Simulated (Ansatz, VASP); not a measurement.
# SnPt in two plane-wave programs, part 2 of 2

One calculation is typed for both programs; each brings its own data sets. How far apart do they land? The cell is generated by rule, not measured, and may not be a known phase. The cell is taken from a series of runs on this material, whose earlier steps may have relaxed, scaled, displaced or heated it; both programs get it as it stands.

VASP 6.6.1 and Ansatz 0.2.0.

So far: Starting point; Ansatz: relaxation of cell and atoms, LDA, pair 1; VASP: relaxation of cell and atoms, LDA, pair 1; Side by side.

### 5. VASP: relaxation of cell and atoms, LDA, pair 2

Level of this step: LDA; plane waves and PAW (Pt, Sn_d); invented cell (VASP).

The relaxed volume is the usual yardstick between codes: in a stiff, nearly cubic crystal its relative difference is about their pressure difference at one cell divided by the bulk modulus.

INCAR reads:

```
SYSTEM = SnPt
PREC = Accurate
ENCUT = 500
EDIFF = 1E-07
NELM = 120
ISMEAR = 1
SIGMA = 0.15
LREAL = .FALSE.
ALGO = Normal
GGA = CA
NBANDS = 30
LASPH = .TRUE.
LORBIT = 11
LWAVE = .FALSE.
LCHARG = .FALSE.
ISIF = 3
IBRION = 2
NSW = 80
EDIFFG = -0.005
GGA_COMPAT = .FALSE.
NELMIN = 4
KPAR = 2
```

POSCAR reads:

```
SnPt
1.0
    4.0897390000      0.0000000000      0.0000000000
   -2.0448700000      3.5418180000      0.0000000000
    0.0000000000      0.0000000000      5.4086120000
Pt Sn
2 2
Direct
    0.0000000000      0.0000000000      0.5000000000
    0.0000000000      0.0000000000      0.0000000000
    0.6666668297      0.3333333333      0.7500000000
    0.3333334148      0.6666666667      0.2500000000
```

KPOINTS reads:

```
Automatic mesh
0
Gamma
12 12 8
0 0 0
```

PAW data sets: Pt and Sn_d (LDA family, release 64).

Command:

```
> mpirun -np 2 vasp_std
```

Numbers of over 12 decimals in the logs are rounded to 6 here.

Output:

```text
[... set-up lines as in an earlier step ...]
 entering main loop
       N       E                     dE             d eps       ncg     rms          rms(c)
DAV:   1     0.487334670406E+03    0.48733E+03   -0.22725E+04  5922   0.234E+03
DAV:   2     0.358941619507E+02   -0.45144E+03   -0.43136E+03  5792   0.602E+02
DAV:   3    -0.247068520340E+02   -0.60601E+02   -0.57585E+02  6500   0.177E+02
DAV:   4    -0.271144741229E+02   -0.24076E+01   -0.23859E+01  6578   0.379E+01
[...]
DAV:  11    -0.263719868686E+02    0.32033E-05   -0.40639E-05  6368   0.601E-02    0.156E-02
DAV:  12    -0.263719855442E+02    0.13244E-05   -0.53185E-06  7352   0.245E-02    0.243E-03
DAV:  13    -0.263719855846E+02   -0.40373E-07   -0.53677E-07  6050   0.459E-03
   1 F= -.26371986E+02 E0= -.26371978E+02  d E =-.263720E+02
[...]
2 F= -.26371176E+02 E0= -.26371191E+02  d E =0.809732E-03
[...]
3 F= -.26372388E+02 E0= -.26372390E+02  d E =-.402529E-03
[...]
4 F= -.26372388E+02 E0= -.26372390E+02  d E =-.402465E-03
[...]
5 F= -.26372405E+02 E0= -.26372414E+02  d E =-.173672E-04
 trial-energy change:   -0.000017  1 .order   -0.000018   -0.000035   -0.000000
 step:   0.8722(harm=  0.8722)  dis= 0.00000  next Energy=   -26.372406 (dE=-0.177E-04)
 reached required accuracy - stopping structural energy minimisation
```

Parts of OUTCAR (step 5):

```text
  Total        0.0029408      0.0029408      0.0033377     -0.0000000     -0.0000000     -0.0000000
  in kB        0.0599458      0.0599458      0.0680364     -0.0000000     -0.0000000     -0.0000000
  external PRESSURE =       0.0626427 kB  Pullay stress =       0.0000000 kB

 POSITION                                       TOTAL-FORCE (eV/Angst)
 -----------------------------------------------------------------------------------
      2.04770      3.54672      2.70561         0.000000      0.000000      0.000000
      2.04770      3.54672      5.41121         0.000000      0.000000      0.000000
      2.04770      1.18224      4.05841         0.000000     -0.000000      0.000000
     -0.00000      2.36448      1.35280        -0.000000      0.000000     -0.000000
 -----------------------------------------------------------------------------------
    total drift:                               -0.000420     -0.000000     -0.000000

  FREE ENERGIE OF THE ION-ELECTRON SYSTEM (eV)
  ---------------------------------------------------
  free  energy   TOTEN  =       -26.3724054165 eV

  energy  without entropy=      -26.3724322709  energy(sigma->0) =      -26.37241437

[... 2 parts as in an earlier step ...]

[... 2 further parts left out ...]
[key lines of the parts left out:]
E-fermi :   9.9011
```

### 6. Ansatz: relaxation of cell and atoms, LDA, pair 2

The same cell, functional (in two slightly different forms), mesh and smearing now go to Ansatz, which takes its cutoff from its data sets.

The cell is taken from a series of runs on this material, whose earlier steps may have relaxed, scaled, displaced or heated it; both programs get it as it stands.

input.yaml reads:

```yaml
crystal:
  lattice:
    - [4.0897391844, 0.0, 0.0]
    - [-2.0448695922, 3.5418180285, 0.0]
    - [0.0, 0.0, 5.4086118871]
  atoms:
    - { symbol: Pt, position: [0.0, 0.0, 0.5] }
    - { symbol: Pt, position: [0.0, 0.0, 0.0] }
    - { symbol: Sn, position: [0.6666666667, 0.3333333333, 0.75] }
    - { symbol: Sn, position: [0.3333333333, 0.6666666667, 0.25] }
kpoints:
  mp_grid: { grid: [12, 12, 8] }
hamiltonian:
  xc: lda
scf:
  occupations: { method: methfessel_paxton, width: 0.15 }
output:
  forces: true
  stress: true
  eigenvalues: true
relax:
  adjacent_minimum: "off"
  f_tol: 0.001
  max_steps: 60
  cell: { stress_tol: 0.01 }
```

Command:

```
> ansatz run input.yaml --threads 4 --pin off --max-ram 7168MiB --backend cpu --events-out ev --progress --plain --runs-dir out
```

Output:

```text
[...]
Crystal: 4 atoms, lattice volume = 78.344 Å³
Basis set: ecut = 420 eV, 1555 PW (Γ)
Bands: 39, of which v1, the nominal top of the filled ones, is band 32 counted from 1 (31 counted from 0)
Symmetry: 24 space group operations
[...]
k-points: 95 of 1152
[...]
--- Relaxed structure (3 steps of the walk, 2 accepted, 1 SCFs on fresh bases) ---
[...]
cell:  # Å, volume = 78.3797 Å³
    - [4.092020, 0.0, 0]
    - [-2.046010, 3.543793, 0]
    - [0, 0, 5.405026]
  atoms:
    - { symbol: Pt, position: [0, 0, 0.500000] }
    - { symbol: Pt, position: [0, 0, 0] }
    - { symbol: Sn, position: [0.666667, 0.333333, 0.750000] }
    - { symbol: Sn, position: [0.333333, 0.666667, 0.250000] }
[key lines of the parts left out:]
SCF converged after 4 iterations
Free energy (F): -36251.422184 eV
Fermi energy:    16.367026 eV
P = ⅓ Tr σ = -0.0007 GPa (-0.007 kbar)
```

### 7. Differences

What differs besides the data sets and the points named for the pairs above, as far as they apply: the data sets hold 64 valence electrons in Ansatz (on its default PAW (the set named soft_2) files) and 48 in VASP. Total energies have different zeros and are not compared.

Compared:

```csv
quantity,Ansatz,VASP,difference
volume (Å³),78.38,78.60,-0.28 %
"edge a after relaxation, in the typed setting (Å)",4.092,4.095,-0.08 %
"edge c after relaxation, in the typed setting (Å)",5.405,5.411,-0.11 %
```

### 8. VASP: relaxation of cell and atoms, LDA, pair 3

The relaxed volume is the usual yardstick between codes: in a stiff, nearly cubic crystal its relative difference is about their pressure difference at one cell divided by the bulk modulus. This pair takes another cell of the material, with 2 atoms against 4 for the pair before.

Changes to INCAR since step 5:

```diff
@@ -10,3 +10,3 @@
 GGA = CA
-NBANDS = 30
+NBANDS = 18
 LASPH = .TRUE.
```

POSCAR reads:

```
SnPt
1.0
    2.9997370000      0.0000000000      0.0000000000
    0.0000000000      1.9735010000      3.3635670000
    0.0000000000     -1.9735010000      3.3635670000
Pt Sn
1 1
Direct
    0.0000000000      0.9570589794      0.9570589794
    0.5000001667      0.2929410950      0.2929410950
```

KPOINTS reads:

```
Automatic mesh
0
Gamma
12 12 12
0 0 0
```

Command:

```
> mpirun -np 2 vasp_std
```

Output:

```text
[banner, memory and clock lines left out]
running    2 mpi-ranks, on    1 nodes
[...]
LDA part: xc-table for (Slater(with rela. corr.)+CA(PZ))
 , standard interpolation
 POSCAR, INCAR and KPOINTS ok, starting setup
[...]
entering main loop
       N       E                     dE             d eps       ncg     rms          rms(c)
DAV:   1     0.178002337691E+03    0.17800E+03   -0.12039E+04 11168   0.192E+03
DAV:   2     0.158339788791E+01   -0.17642E+03   -0.17012E+03 11126   0.426E+02
DAV:   3    -0.126473715520E+02   -0.14231E+02   -0.14083E+02 12304   0.107E+02
DAV:   4    -0.129719608161E+02   -0.32459E+00   -0.32426E+00 12278   0.160E+01
[...]
DAV:  10    -0.126398535284E+02    0.28109E-04   -0.14102E-04 14330   0.124E-01    0.225E-02
DAV:  11    -0.126398529684E+02    0.56005E-06   -0.61741E-06 12942   0.188E-02    0.324E-03
DAV:  12    -0.126398529429E+02    0.25477E-07   -0.34066E-07 11726   0.523E-03
   1 F= -.12639853E+02 E0= -.12639802E+02  d E =-.126399E+02
[... from here on, the cycles between the ionic steps are left out ...]
   2 F= -.12639832E+02 E0= -.12639817E+02  d E =0.209874E-04
   3 F= -.12640042E+02 E0= -.12640009E+02  d E =-.189378E-03
   4 F= -.12640179E+02 E0= -.12640192E+02  d E =-.136685E-03
   6 F= -.12640263E+02 E0= -.12640322E+02  d E =-.220651E-03
   7 F= -.12640269E+02 E0= -.12640339E+02  d E =-.570637E-05
   8 F= -.12640269E+02 E0= -.12640348E+02  d E =-.630689E-05
   9 F= -.12640272E+02 E0= -.12640357E+02  d E =-.317293E-05
  10 F= -.12640281E+02 E0= -.12640382E+02  d E =-.113236E-04
  11 F= -.12640291E+02 E0= -.12640427E+02  d E =-.213020E-04
  12 F= -.12640296E+02 E0= -.12640436E+02  d E =-.537256E-05
  13 F= -.12640307E+02 E0= -.12640459E+02  d E =-.163993E-04
  14 F= -.12640306E+02 E0= -.12640484E+02  d E =-.152935E-04
  15 F= -.12640310E+02 E0= -.12640475E+02  d E =-.197333E-04
  16 F= -.12640313E+02 E0= -.12640484E+02  d E =-.252911E-05
  17 F= -.12640313E+02 E0= -.12640495E+02  d E =-.281693E-05
[...]
reached required accuracy - stopping structural energy minimisation
```

From OUTCAR (step 8):

```text
  Total        0.0016882      0.0078749     -0.0089496      0.0000000      0.0000000      0.0000000
  in kB        0.0676820      0.3157232     -0.3588121      0.0000000      0.0000000      0.0000000
  external PRESSURE =       0.0081977 kB  Pullay stress =       0.0000000 kB

 POSITION                                       TOTAL-FORCE (eV/Angst)
 -----------------------------------------------------------------------------------
      0.00000      0.00000      6.42991         0.000000      0.000000      0.004977
      1.49433      0.00000      1.97541         0.000000      0.000000     -0.004977
 -----------------------------------------------------------------------------------
    total drift:                               -0.000180     -0.000000      0.000412

  FREE ENERGIE OF THE ION-ELECTRON SYSTEM (eV)
  ---------------------------------------------------
  free  energy   TOTEN  =       -12.6403131310 eV

  energy  without entropy=      -12.6408591260  energy(sigma->0) =      -12.64049513

[... 1 part as in an earlier step ...]

[... 3 further parts left out ...]
[key lines of the parts left out:]
E-fermi :   9.7134
```

### 9. Ansatz: relaxation of cell and atoms, LDA, pair 3

The same cell, functional (in two slightly different forms), mesh and smearing now go to Ansatz, which takes its cutoff from its data sets.

The cell is taken from a series of runs on this material, whose earlier steps may have relaxed, scaled, displaced or heated it; both programs get it as it stands.

input.yaml, the sections that differ from step 6:

```yaml
crystal:
  lattice:
    - [2.9997373797, 0.0, 0.0]
    - [0.0, 1.9735006595, 3.3635671926]
    - [0.0, -1.9735006595, 3.3635671926]
  atoms:
    - { symbol: Pt, position: [0.0, 0.9570589301, 0.9570589301] }
    - { symbol: Sn, position: [0.5, 0.2929410699, 0.2929410699] }
kpoints:
  mp_grid: { grid: [12, 12, 12] }
# hamiltonian, scf, output, relax: as in step 6
```

Command:

```
> ansatz run input.yaml --threads 4 --pin off --max-ram 7168MiB --backend cpu --events-out ev --progress --plain --runs-dir out
```

Output:

```text
[...]
Crystal: 2 atoms, lattice volume = 39.825 Å³
Basis set: ecut = 420 eV, 755 PW (Γ)
Bands: 20, of which v1, the nominal top of the filled ones, is band 16 counted from 1 (15 counted from 0)
Symmetry: 4 space group operations
[...]
k-points: 301 of 1728 (time reversal used)
[...]
k-point 300: bands = [... 12 lower, 12.9200, 13.3924, 13.8944, 14.6192, 17.4212, 17.4299, 22.1471, 22.2026]
--- Relaxed structure (5 steps of the walk, 5 accepted, 1 SCFs on fresh bases) ---
[...]
cell:  # Å, volume = 39.8375 Å³
    - [2.987676, 0.0, 0.0]
    - [0.0, 1.986398, 3.356313]
    - [0.0, -1.986398, 3.356313]
  atoms:
    - { symbol: Pt, position: [0.0, 0.956220, 0.956220] }
    - { symbol: Sn, position: [0.5, 0.293780, 0.293780] }
[key lines of the parts left out:]
SCF converged after 6 iterations
Free energy (F): -18125.157560 eV
Fermi energy:    16.083207 eV
P = ⅓ Tr σ = 0.0024 GPa (0.024 kbar)
```

### 10. Side by side

What differs besides the data sets and the points named for the pairs above, as far as they apply: the data sets hold 32 valence electrons in Ansatz (on its default PAW (the set named soft_2) files) and 24 in VASP. Total energies have different zeros and are not compared.

Compared:

```csv
quantity,Ansatz,VASP,difference
volume (Å³),39.84,39.96,-0.31 %
"edge a after relaxation, in the typed setting (Å)",2.988,2.989,-0.03 %
"edge b after relaxation, in the typed setting (Å)",3.900,3.906,-0.16 %
```

### 11. Results

* difference in volume (relaxation of cell and atoms, LDA, pair 1): -0.28 %
* difference in volume (relaxation of cell and atoms, LDA, pair 2): -0.28 %
* difference in volume (relaxation of cell and atoms, LDA, pair 3): -0.31 %

**Reading.** The difference in volume is -0.31 % (relaxation of cell and atoms, LDA, pair 3), within the 1.2 % picked in this series as the mark of a large difference, as far as the stopping tolerances let one tell. The data sets hold unlike numbers of valence electrons (64 in Ansatz and 48 in VASP and 32 in Ansatz and 24 in VASP), so part of the differences comes from the potentials. 4 further runs of this series are not shown here. Such differences can come from data sets, numerical settings and the points named under the comparisons, not from the functional's error against experiment.

[Lines on the potential files, build, host, timing and source positions are cut from VASP's logs without a mark.]

[Logs are printed without paths, hosts, clocks, repeated set-up lines and the standing remarks that a program may print on its own settings, such as how far it seeks lower states.]

[Hosts, paths, dates, database ids (printed as entryN), source tags and the programs' standing remarks are cut or masked in the printed files.]
